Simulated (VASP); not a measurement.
These are MS2 meta-GGA, VASP's PBE PAW potentials (set 64) (plane waves; VASP 6.6.1) values and carry that method's errors.

A VASP calculation is set up with these files.

### POSCAR
```
Tm
1
    1.7530253487    -3.0363290394     0.0000000000
    1.7530253487     3.0363290394     0.0000000000
    0.0000000000     0.0000000000     5.4064474607
Tm
2
Direct
  0.3333330000   0.6666670000   0.2500000000
  0.6666670000   0.3333330000   0.7500000000
```

INCAR:
```
ALGO = Normal
EDIFF = 1E-7
ENCUT = 520
ISIF = 2
ISMEAR = -5
LASPH = .TRUE.
LCHARG = .FALSE.
LMAXMIX = 6
LMIXTAU = .TRUE.
LORBIT = 11
LREAL = .FALSE.
LWAVE = .FALSE.
METAGGA = MS2
NEDOS = 601
NELM = 100
PREC = Accurate
SYSTEM = Tm
```

File KPOINTS_OPT:
```
k-points along high-symmetry lines
6
Line-mode
Reciprocal
  0.000000   0.000000   0.000000 ! GAMMA
 -0.000000   0.500000   0.000000 ! M

 -0.000000   0.500000   0.000000 ! M
 -0.333333   0.666667   0.000000 ! K

 -0.333333   0.666667   0.000000 ! K
  0.000000   0.000000   0.000000 ! GAMMA

  0.000000   0.000000   0.000000 ! GAMMA
  0.000000   0.000000   0.500000 ! A

  0.000000   0.000000   0.500000 ! A
 -0.000000   0.500000   0.500000 ! L

 -0.000000   0.500000   0.500000 ! L
 -0.333333   0.666667   0.500000 ! H

 -0.333333   0.666667   0.500000 ! H
  0.000000   0.000000   0.500000 ! A

 -0.000000   0.500000   0.500000 ! L
 -0.000000   0.500000   0.000000 ! M

 -0.333333   0.666667   0.500000 ! H
 -0.333333   0.666667   0.000000 ! K
```

KPOINTS:
```
Regular mesh
0
gamma
  13 13 8
0 0 0
```

POTCAR, in this order: Tm_3 (PBE.64 set). Program: vasp_std.

Output of the run:

### OSZICAR
```
       N       E                     dE             d eps       ncg     rms          rms(c)
DAV:   1     0.948006901369E+02    0.94801E+02   -0.86526E+03  2762   0.137E+03
DAV:   2     0.236851538157E+02   -0.71116E+02   -0.70061E+02  2760   0.409E+02
DAV:   3     0.191345317171E+02   -0.45506E+01   -0.42674E+01  4512   0.636E+01
DAV:   4     0.190114195402E+02   -0.12311E+00   -0.11967E+00  4303   0.831E+00
DAV:   5     0.190098341699E+02   -0.15854E-02   -0.15704E-02  3799   0.851E-01    0.306E+01
DAV:   6     0.212526718440E+02    0.22428E+01   -0.40227E+00  3998   0.255E+01    0.140E+01
DAV:   7     0.220370369966E+02    0.78437E+00   -0.87218E-01  4084   0.125E+01    0.162E+00
DAV:   8     0.223546837010E+02    0.31765E+00   -0.81606E-01  2953   0.106E+01    0.346E+00
DAV:   9     0.218359312357E+02   -0.51875E+00   -0.51863E-01  3247   0.913E+00    0.401E+00
DAV:  10     0.218479934013E+02    0.12062E-01   -0.61631E-02  2768   0.311E+00    0.138E+00
DAV:  11     0.218493961147E+02    0.14027E-02   -0.76840E-03  3125   0.960E-01    0.803E-01
DAV:  12     0.218490969258E+02   -0.29919E-03   -0.32883E-04  4266   0.232E-01    0.461E-01
DAV:  13     0.218472131745E+02   -0.18838E-02   -0.40811E-03  2755   0.728E-01    0.370E-02
DAV:  14     0.218471068992E+02   -0.10628E-03   -0.97657E-05  3753   0.121E-01    0.410E-02
DAV:  15     0.218471061707E+02   -0.72851E-06   -0.25258E-06  4103   0.158E-02    0.414E-02
DAV:  16     0.218470593806E+02   -0.46790E-04   -0.16120E-05  2830   0.410E-02    0.397E-02
DAV:  17     0.218468622211E+02   -0.19716E-03   -0.11084E-03  2745   0.313E-01    0.555E-02
DAV:  18     0.218468722735E+02    0.10052E-04   -0.43560E-05  3387   0.842E-02    0.512E-02
DAV:  19     0.218468698206E+02   -0.24530E-05   -0.37394E-05  2760   0.677E-02    0.394E-02
DAV:  20     0.218468763962E+02    0.65756E-05   -0.62640E-05  2750   0.798E-02    0.344E-02
DAV:  21     0.218468556971E+02   -0.20699E-04   -0.86560E-06  2920   0.396E-02    0.281E-02
DAV:  22     0.218468527026E+02   -0.29945E-05   -0.21349E-06  3060   0.190E-02    0.227E-02
DAV:  23     0.218468454673E+02   -0.72353E-05   -0.98045E-07  2915   0.129E-02    0.141E-02
DAV:  24     0.218468451217E+02   -0.34555E-06   -0.38536E-06  2765   0.229E-02    0.757E-03
DAV:  25     0.218468448674E+02   -0.25439E-06   -0.90611E-08  2739   0.424E-03    0.613E-03
DAV:  26     0.218468453222E+02    0.45483E-06   -0.16010E-07  2743   0.519E-03    0.598E-03
DAV:  27     0.218468456654E+02    0.34326E-06   -0.45452E-07  2770   0.598E-03    0.280E-03
DAV:  28     0.218468472697E+02    0.16043E-05   -0.25789E-07  3100   0.620E-03    0.113E-03
DAV:  29     0.218468472864E+02    0.16719E-07   -0.52307E-08  1850   0.232E-03
   1 F= 0.21846847E+02 E0= 0.21846847E+02  d E =0.000000E+00
       N       E                     dE             ncg
```

**OUTCAR**
```
------------------------ aborting loop because EDIFF is reached ----------------------------------------
  FORCE on cell =-STRESS in cart. coord.  units (eV):
  Direction    XX          YY          ZZ          XY          YZ          ZX
  --------------------------------------------------------------------------------------
  Total        0.0474590      0.0474590      0.1188653      0.0000000     -0.0000000      0.0000000
  in kB        1.3211428      1.3211428      3.3089238      0.0000000     -0.0000000      0.0000000
  external PRESSURE =       1.9837365 kB  Pullay stress =       0.0000000 kB
  volume of cell :       57.55
      direct lattice vectors                 reciprocal lattice vectors
     1.753025349 -3.036329039  0.000000000     0.285221204 -0.164672535  0.000000000
     1.753025349  3.036329039  0.000000000     0.285221204  0.164672535  0.000000000
     0.000000000  0.000000000  5.406447461     0.000000000  0.000000000  0.184964343
 POSITION                                       TOTAL-FORCE (eV/Angst)
 -----------------------------------------------------------------------------------
      1.75303      1.01211      1.35161        -0.000000     -0.000000      0.000000
      1.75303     -1.01211      4.05484         0.000000      0.000000      0.000000
 -----------------------------------------------------------------------------------
    total drift:                               -0.000001      0.000072     -0.000011
  FREE ENERGIE OF THE ION-ELECTRON SYSTEM (eV)
  ---------------------------------------------------
  free  energy   TOTEN  =        21.8468472864 eV

  energy  without entropy=       21.8468472864  energy(sigma->0) =       21.84684729

 total charge

# of ion       s       p       d       tot
------------------------------------------
    1        0.530   6.584   1.113   8.227
    2        0.530   6.584   1.113   8.227
--------------------------------------------------
tot          1.060  13.168   2.227  16.454
```
(Selected blocks of OUTCAR.)

The 4f electrons are frozen in the core of the lanthanide potential, so 4f levels, which can set the real gap, and their magnetism are missing. For a metal the tetrahedron method with Blöchl corrections gives inexact stress and forces.

The compound is Tm in the hcp structure. It was relaxed first.
